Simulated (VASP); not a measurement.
# Sb2Pt (Geversite): formation energy of S on the Pt site, part 4 of 6

Wanted: what S on the Pt site costs in Sb2Pt (Geversite) and how the lattice relaxes round it. The start is a cell from a database of measured crystal structures.

VASP 6.6.1, plane waves and PAW; the level of theory is named at each step.

So far. Step 4 (Relaxing the atoms): The run ended after 6 ionic steps, 0.070 eV below its first step, once the forces on the free atoms met EDIFFG = -0.03. Step 4 (Relaxing the atoms): Energy at zero smearing: -76.67250 eV.

### Step 5. Reference Pt

This step: SCAN; plane waves and PAW (Pt) (VASP 6.6.1).

System of this step: Pt. Symmetry: Fm-3m, No. 225, cubic system. Conventional cell: a = 3.920 Å, b = 3.920 Å, c = 3.920 Å, α = 90.00°, β = 90.00°, γ = 90.00°. Nearest to Pt lie 12 Pt at 2.77 Å.

The reference for Pt is its crystal, relaxed at the cutoff of the large cell.

File INCAR:

```
SYSTEM = Pt
PREC = Normal
ENCUT = 300
EDIFF = 1E-05
NELM = 120
ISMEAR = 1
SIGMA = 0.1
LREAL = Auto
ALGO = Normal
METAGGA = SCAN
LASPH = .TRUE.
NBANDS = 11
LORBIT = 11
LWAVE = .FALSE.
LCHARG = .FALSE.
KPAR = 4
IBRION = 2
NSW = 25
ISIF = 3
EDIFFG = -0.02
POTIM = 0.4
```

File POSCAR:

```
Pt
1.0
    0.0000000000      1.9600000000      1.9600000000
    1.9600000000      0.0000000000      1.9600000000
    1.9600000000      1.9600000000      0.0000000000
Pt
1
Direct
    0.0000000000      0.0000000000      0.0000000000
```

File KPOINTS:

```
Automatic mesh
0
Gamma
12 12 12
0 0 0
```

PAW data sets: Pt (PBE family, release 64).

Launch:

```sh
$ mpirun -np 4 vasp_std
```

The program printed:

```text
[banner, memory and clock lines left out]
running    4 mpi-ranks, on    1 nodes
 distrk:  each k-point on    1 cores,    4 groups
 distr:  one band on    1 cores,    1 groups

 POSCAR found type information on POSCAR Pt
 POSCAR found :  1 types and       1 ions
 [... a notice as in an earlier step ...]

 [... a notice as in an earlier step ...]

 LDA part: xc-table for (None), standard interpolation
 POSCAR, INCAR and KPOINTS ok, starting setup
 FFT: planning ... GRIDC
 FFT: planning ... GRID_SOFT
 FFT: planning ... GRID
 WAVECAR not read
 entering main loop
       N       E                     dE             d eps       ncg     rms          rms(c)
DAV:   1    -0.471265044092E+02   -0.47127E+02   -0.39956E+03  1984   0.530E+02
DAV:   2    -0.735091945393E+02   -0.26383E+02   -0.25718E+02  1833   0.130E+02
DAV:   3    -0.737583932519E+02   -0.24920E+00   -0.24894E+00  1838   0.118E+01
DAV:   4    -0.737590253745E+02   -0.63212E-03   -0.63211E-03  1800   0.702E-01
DAV:   5    -0.737590287279E+02   -0.33535E-05   -0.33546E-05  1854   0.473E-02    0.121E+01
DAV:   6    -0.702160495537E+02    0.35430E+01   -0.70616E-01  1626   0.654E+00    0.685E+00
DAV:   7    -0.702492812881E+02   -0.33232E-01   -0.27711E-02  1833   0.147E+00    0.256E+00
DAV:   8    -0.702497475085E+02   -0.46622E-03   -0.14227E-02  1788   0.101E+00    0.164E-01
DAV:   9    -0.702496590190E+02    0.88490E-04   -0.29319E-03  1809   0.435E-01    0.488E-02
DAV:  10    -0.702497129841E+02   -0.53965E-04   -0.14915E-04  1814   0.109E-01    0.302E-02
DAV:  11    -0.702497297937E+02   -0.16810E-04   -0.21807E-05  1647   0.440E-02    0.161E-02
DAV:  12    -0.702497171885E+02    0.12605E-04   -0.22622E-05  1544   0.413E-02    0.575E-03
DAV:  13    -0.702497167294E+02    0.45917E-06   -0.27405E-06   867   0.124E-02
   1 F= -.70249717E+02 E0= -.70249073E+02  d E =-.702497E+02
 curvature:   0.00 expect dE= 0.000E+00 dE for cont linesearch  0.000E+00
 trial: gam= 0.00000 g(F)=  0.631E-60 g(S)=  0.339E-01 ort = 0.000E+00 (trialstep = 0.100E+01)
 search vector abs. value=  0.339E-01
 bond charge predicted
       N       E                     dE             d eps       ncg     rms          rms(c)
DAV:   1    -0.703081903845E+02   -0.58473E-01   -0.47227E+00  1629   0.205E+01    0.414E+00
DAV:   2    -0.702287659824E+02    0.79424E-01   -0.35069E-01  1668   0.375E+00    0.152E+00
DAV:   3    -0.702271667262E+02    0.15993E-02   -0.32793E-02  1692   0.141E+00    0.514E-01
DAV:   4    -0.702276874431E+02   -0.52072E-03   -0.32803E-03  1773   0.415E-01    0.125E-01
DAV:   5    -0.702278804072E+02   -0.19296E-03   -0.78270E-04  1819   0.253E-01    0.303E-02
DAV:   6    -0.702279197862E+02   -0.39379E-04   -0.20695E-04  1782   0.114E-01    0.321E-02
DAV:   7    -0.702279163260E+02    0.34602E-05   -0.10693E-04  1698   0.910E-02    0.550E-03
DAV:   8    -0.702279152736E+02    0.10524E-05   -0.13736E-05   843   0.293E-02
   2 F= -.70227915E+02 E0= -.70227225E+02  d E =0.218015E-01
[...]
3 F= -.70255279E+02 E0= -.70254594E+02  d E =-.556258E-02
[...]
4 F= -.70255202E+02 E0= -.70254526E+02  d E =-.548543E-02
[...]
5 F= -.70255252E+02 E0= -.70254582E+02  d E =-.553531E-02
[...]
6 F= -.70255294E+02 E0= -.70254623E+02  d E =-.415431E-04
[...]
7 F= -.70255326E+02 E0= -.70254651E+02  d E =-.740313E-04
 curvature:  -0.16 expect dE=-0.886E-05 dE for cont linesearch -0.886E-05
 ZBRENT: interpolating
 opt :   2.0618  next Energy=   -70.255332 (dE=-0.801E-04)
 bond charge predicted
       N       E                     dE             d eps       ncg     rms          rms(c)
DAV:   1    -0.702553294992E+02   -0.12493E-04   -0.33858E-04  1653   0.173E-01    0.348E-02
DAV:   2    -0.702553283785E+02    0.11207E-05   -0.35032E-05   813   0.367E-02
   8 F= -.70255328E+02 E0= -.70254650E+02  d E =-.763407E-04
 curvature:  -0.11 expect dE=-0.362E-05 dE for cont linesearch -0.362E-05
 trial: gam= 0.30636 g(F)=  0.205E-58 g(S)=  0.323E-04 ort =-0.165E-04 (trialstep = 0.403E+00)
 search vector abs. value=  0.230E-04
 reached required accuracy - stopping structural energy minimisation
```

The job ended after 42 s (4 MPI ranks of AMD EPYC 7R43, shared host; peak memory 0.27 GiB; 2.2 min of CPU time).

OUTCAR, selected parts (step 5):

```text
   k-points           NKPTS =     72   k-points in BZ     NKDIM =     72   number of bands    NBANDS=     11

   ENCUT  =  300.0 eV  22.05 Ry    4.70 a.u.   3.91  3.91  3.91*2*pi/ulx,y,z

   NELECT =      10.0000    total number of electrons

 E-fermi :  11.4133

 k-point     1 :       0.0000    0.0000    0.0000
  band No.  band energies     occupation
    ...
      2       7.2518      2.00000
      3       7.2529      2.00000
      4       7.2530      2.00000
      5       9.5290      2.00000
      6       9.5295      2.00000
      7      26.5560      0.00000
      8      31.7938      0.00000
      9      31.7940      0.00000
     10      31.7941      0.00000
     11      37.9518      0.00000

  Total        0.0166965      0.0166965      0.0166965      0.0000000     -0.0000000     -0.0000000
  in kB        1.8144480      1.8144480      1.8144480      0.0000000     -0.0000000     -0.0000000
  external PRESSURE =       1.8144480 kB  Pullay stress =       0.0000000 kB

 POSITION                                       TOTAL-FORCE (eV/Angst)
 -----------------------------------------------------------------------------------
      0.00000      0.00000      0.00000         0.000000     -0.000000      0.000000
 -----------------------------------------------------------------------------------
    total drift:                                0.000000      0.000000     -0.000000

  FREE ENERGIE OF THE ION-ELECTRON SYSTEM (eV)
  ---------------------------------------------------
  free  energy   TOTEN  =       -70.2553283785 eV

  energy  without entropy=      -70.2532928647  energy(sigma->0) =      -70.25464987

[... 1 part as in an earlier step ...]

[... 15 further parts left out ...]
```

CONTCAR:

```
Pt
   1.00000000000000
    -0.0000000000000000    1.9461987938133649    1.9461987938133649
     1.9461987938133649    0.0000000000000000    1.9461987938133649
     1.9461987938133649    1.9461987938133649    0.0000000000000000
  Pt
     1
Direct
     0.0000000000000000    0.0000000000000000    0.0000000000000000
```

The run keeps the 48 symmetry operations of its start, so it cannot find a distortion of lower symmetry.

The steps of the relaxation:

| step | energy less that of the first step (eV) | largest force (eV/Å) | pressure (GPa) | volume (Å³) |
| --- | --- | --- | --- | --- |
| 1 | 0.0000 | 0.0000 | -5.76 | 15.06 |
| 2 | 0.0218 | 0.0000 | 14.74 | 14.13 |
| 3 | -0.0056 | 0.0000 | 0.51 | 14.76 |
| 4 | -0.0055 | 0.0000 | -0.64 | 14.79 |
| 5 | -0.0055 | 0.0000 | -0.74 | 14.77 |
| 6 | -0.0056 | 0.0000 | -0.50 | 14.76 |
| 7 | -0.0056 | 0.0000 | 0.23 | 14.73 |
| 8 | -0.0056 | 0.0000 | 0.18 | 14.74 |

```csv
"conventional cell, symmetrised",before,after,change
a (Å),3.920,3.892,-0.7 %
b (Å),3.920,3.892,-0.7 %
c (Å),3.920,3.892,-0.7 %
volume (Å³/atom),15.06,14.74,-2.1 %
```

Final coordinates:

```
Pt
1.0
     0.00000    1.94620    1.94620
     1.94620    0.00000    1.94620
     1.94620    1.94620    0.00000
Pt
1
Direct
  0.00000 0.00000 0.00000
```

This step gave:

* electronic cycles: 43
* electrons: 10
* free energy (TOTEN): -70.2553 eV
* energy at zero smearing: -70.2546 eV
* Fermi energy: 11.41 eV
* labelled metallic, from the levels on this mesh: yes

The run ended after 8 ionic steps, 0.006 eV below its first step, once forces and stress met EDIFFG = -0.02.

Energy at zero smearing: -70.25465 eV.

### Step 6. Reference Sb

This step: SCAN; plane waves and PAW (Sb) (VASP 6.6.1).

System of this step: Sb. The structure is trigonal, space group R-3m (No. 166). Conventional cell: a = 4.345 Å, b = 4.345 Å, c = 11.243 Å, α = 90.00°, β = 90.00°, γ = 120.00°. Nearest to Sb lie 3 Sb at 2.92 Å.

Sb is not exchanged here; its energy serves the host's formation enthalpy.

Changes to INCAR since step 5:

```diff
@@ -1,2 +1,2 @@
-SYSTEM = Pt
+SYSTEM = Sb
 PREC = Normal
@@ -5,3 +5,3 @@
 NELM = 120
-ISMEAR = 1
+ISMEAR = 0
 SIGMA = 0.1
```

File POSCAR:

```
Sb
1.0
    3.9521431270     -2.1727090702      0.0000000000
    3.9521431270      2.1727090702      0.0000000000
    2.7576862078      0.0000000000      3.5686505544
Sb
2
Direct
    0.7670000000      0.7670000000      0.7670000000
    0.2330000000      0.2330000000      0.2330000000
```

File KPOINTS:

```
Automatic mesh
0
Gamma
8 8 8
0 0 0
```

PAW data sets: Sb (PBE family, release 64).

Launch:

```sh
$ mpirun -np 4 vasp_std
```

The program printed:

```text
[banner, memory and clock lines left out]
running    4 mpi-ranks, on    1 nodes
 distrk:  each k-point on    1 cores,    4 groups
 distr:  one band on    1 cores,    1 groups

 POSCAR found type information on POSCAR Sb
 POSCAR found :  1 types and       2 ions
 [... a notice as in an earlier step ...]

 [... a notice as in an earlier step ...]

 LDA part: xc-table for (None), standard interpolation
 POSCAR, INCAR and KPOINTS ok, starting setup
 FFT: planning ... GRIDC
 FFT: planning ... GRID_SOFT
 FFT: planning ... GRID
 WAVECAR not read
 entering main loop
       N       E                     dE             d eps       ncg     rms          rms(c)
DAV:   1    -0.427184538828E+02   -0.42718E+02   -0.27739E+03  1430   0.474E+02
DAV:   2    -0.741737293227E+02   -0.31455E+02   -0.30343E+02  1935   0.968E+01
DAV:   3    -0.754731038669E+02   -0.12994E+01   -0.12927E+01  1709   0.217E+01
DAV:   4    -0.754831314604E+02   -0.10028E-01   -0.10027E-01  1586   0.237E+00
DAV:   5    -0.754832364989E+02   -0.10504E-03   -0.10504E-03  1655   0.248E-01    0.166E+00
DAV:   6    -0.745338818665E+02    0.94935E+00   -0.29711E-01  1457   0.473E+00    0.101E+00
DAV:   7    -0.745215845969E+02    0.12297E-01   -0.77657E-02  1496   0.251E+00    0.159E-01
DAV:   8    -0.745219567639E+02   -0.37217E-03   -0.27605E-03  1646   0.441E-01    0.612E-02
DAV:   9    -0.745221160170E+02   -0.15925E-03   -0.72346E-04  1514   0.209E-01    0.127E-02
DAV:  10    -0.745221183289E+02   -0.23119E-05   -0.58529E-05  1658   0.547E-02
   1 F= -.74522118E+02 E0= -.74521466E+02  d E =-.745221E+02
 curvature:   0.00 expect dE= 0.000E+00 dE for cont linesearch  0.000E+00
 trial: gam= 0.00000 g(F)=  0.560E-02 g(S)=  0.265E-03 ort = 0.000E+00 (trialstep = 0.100E+01)
 search vector abs. value=  0.586E-02
 bond charge predicted
       N       E                     dE             d eps       ncg     rms          rms(c)
DAV:   1    -0.745274777878E+02   -0.53618E-02   -0.79333E-02  1445   0.162E+00    0.714E-02
DAV:   2    -0.745267166581E+02    0.76113E-03   -0.37371E-03  1556   0.472E-01    0.296E-02
DAV:   3    -0.745266882367E+02    0.28421E-04   -0.27235E-04  1622   0.112E-01    0.120E-02
DAV:   4    -0.745266855971E+02    0.26397E-05   -0.14961E-05  1335   0.318E-02
   2 F= -.74526686E+02 E0= -.74525960E+02  d E =-.456727E-02
[... from here on, the cycles between the ionic steps are left out ...]
   3 F= -.74528588E+02 E0= -.74527811E+02  d E =-.646932E-02
   4 F= -.74528746E+02 E0= -.74527954E+02  d E =-.662786E-02
   5 F= -.74531207E+02 E0= -.74530382E+02  d E =-.246038E-02
   6 F= -.74530663E+02 E0= -.74529812E+02  d E =-.191677E-02
   7 F= -.74531298E+02 E0= -.74530466E+02  d E =-.255144E-02
   8 F= -.74532224E+02 E0= -.74531345E+02  d E =-.926079E-03
   9 F= -.74532231E+02 E0= -.74531344E+02  d E =-.932977E-03
  10 F= -.74532790E+02 E0= -.74531901E+02  d E =-.559374E-03
 trial-energy change:   -0.000559  1 .order   -0.000533   -0.002330    0.001263
 step:   0.8181(harm=  0.8181)  dis= 0.00262  next Energy=   -74.532986 (dE=-0.755E-03)
 bond charge predicted
       N       E                     dE             d eps       ncg     rms          rms(c)
DAV:   1    -0.745332747054E+02   -0.48113E-03   -0.71753E-03  1496   0.462E-01    0.483E-02
DAV:   2    -0.745330325647E+02    0.24214E-03   -0.76414E-04  1457   0.228E-01    0.349E-02
DAV:   3    -0.745329916922E+02    0.40872E-04   -0.12370E-04  1523   0.772E-02    0.373E-03
DAV:   4    -0.745329917485E+02   -0.56304E-07   -0.78670E-06   921   0.227E-02
  11 F= -.74532992E+02 E0= -.74532105E+02  d E =-.761146E-03
 curvature:  -0.49 expect dE=-0.760E-05 dE for cont linesearch -0.424E-05
 trial: gam=-0.06927 g(F)=  0.437E-06 g(S)=  0.152E-04 ort = 0.138E-03 (trialstep = 0.117E+01)
 search vector abs. value=  0.699E-05
 reached required accuracy - stopping structural energy minimisation
```

Run time: 1.9 min. Hardware: 4 MPI ranks; peak memory 0.41 GiB.

From OUTCAR (step 6):

```text
   k-points           NKPTS =     65   k-points in BZ     NKDIM =     65   number of bands    NBANDS=     11

   ENCUT  =  300.0 eV  22.05 Ry    4.70 a.u.   6.37  6.37  6.37*2*pi/ulx,y,z

   NELECT =      10.0000    total number of electrons

 E-fermi :   7.1451

 k-point     1 :       0.0000    0.0000    0.0000
  band No.  band energies     occupation
      1      -5.9831      2.00000
      2       2.2474      2.00000
      3       5.1763      2.00000
      4       5.3057      2.00000
      5       5.3057      2.00000
      6       9.6183      0.00000
      7      10.0653      0.00000
      8      10.0653      0.00000
      9      12.3497      0.00000
     10      12.3497      0.00000
    ...

  Total       -0.0012758      0.0196646      0.0173187     -0.0000000      0.0000000     -0.0070089
  in kB       -0.0340804      0.5253013      0.4626340     -0.0000000      0.0000000     -0.1872297
  external PRESSURE =       0.3179516 kB  Pullay stress =       0.0000000 kB

 POSITION                                       TOTAL-FORCE (eV/Angst)
 -----------------------------------------------------------------------------------
      7.96698      0.00000      2.66662         0.002257      0.000000      0.000755
      2.47742      0.00000      0.82921        -0.002257     -0.000000     -0.000755
 -----------------------------------------------------------------------------------
    total drift:                                0.000000     -0.000000      0.000000

  FREE ENERGIE OF THE ION-ELECTRON SYSTEM (eV)
  ---------------------------------------------------
  free  energy   TOTEN  =       -74.5329917485 eV

  energy  without entropy=      -74.5312175333  energy(sigma->0) =      -74.53210464

[... 1 part as in an earlier step ...]

[... 15 further parts left out ...]
```

CONTCAR:

```
Sb
   1.00000000000000
     3.8794261171285882   -2.1716415850648771   -0.0236890666825092
     3.8794261171285882    2.1716415850648771   -0.0236890666825092
     2.6855560528475921    0.0000000000000000    3.5432081552204400
  Sb
     2
Direct
     0.7627990100793115    0.7627990100793115    0.7627990100793115
     0.2372009899206884    0.2372009899206884    0.2372009899206884
```

The k-mesh is coarse for a metal. The run keeps the 12 symmetry operations of its start, so it cannot find a distortion of lower symmetry.

The steps of the relaxation:

```csv
step,energy less that of the first step (eV),largest force (eV/Å),pressure (GPa),volume (Å³)
1,0.0000,0.2693,0.02,61.29
2,-0.0046,0.1458,-0.30,61.31
3,-0.0065,0.0405,-0.55,61.33
4,-0.0066,0.0120,-0.62,61.33
5,-0.0091,0.0822,0.08,60.29
6,-0.0085,0.0923,0.66,59.70
7,-0.0092,0.0803,0.24,60.12
8,-0.0101,0.0414,0.43,59.65
9,-0.0101,0.0324,0.45,59.59
10,-0.0107,0.0131,-0.32,60.19
11,-0.0109,0.0024,0.03,59.98
```

```
conventional cell, symmetrised  before   after  change
                         a (Å)   4.345   4.343  -0.0 %
                         b (Å)   4.345   4.343  -0.0 %
                         c (Å)  11.243  11.014  -2.0 %
              volume (Å³/atom)   30.64   29.99  -2.1 %
```

The atoms that moved most (Å, as changes of fractional coordinates times the final cell):

| atom | dx | dy | dz | length |
| --- | --- | --- | --- | --- |
| Sb1 | -0.044 | 0.000 | -0.015 | 0.046 |
| Sb2 | 0.044 | 0.000 | 0.015 | 0.046 |

The relaxed structure:

```
Sb
1.0
     3.87943   -2.17164   -0.02369
     3.87943    2.17164   -0.02369
     2.68556    0.00000    3.54321
Sb
2
Cartesian
  7.9670 0.0000 2.6666
  2.4774 0.0000 0.8292
```

Numbers from this step:

```yaml
electronic_cycles: 53
free_energy_toten: -74.5330 eV
energy_at_zero_smearing: -74.5321 eV
fermi_energy: 7.145 eV
```

The run ended after 11 ionic steps, 0.011 eV below its first step, once forces and stress met EDIFFG = -0.02.

Energy at zero smearing: -74.53210 eV.

(Continued in part 5 of 6.)

[Lines on the potential files, build, host, timing and source positions are cut from VASP's logs without a mark.]

[Logs are printed without paths, hosts, clocks, repeated set-up lines and the standing remarks that a program may print on its own settings, such as how far it seeks lower states.]

[Hosts, paths, dates, database ids (printed as entryN), source tags and the programs' standing remarks are cut or masked in the printed files.]

[In band tables of VASP the shares of atoms and orbitals are scaled to a sum of 1 inside the atoms' spheres.]

[Runs that stopped without an error message from VASP are left out.]
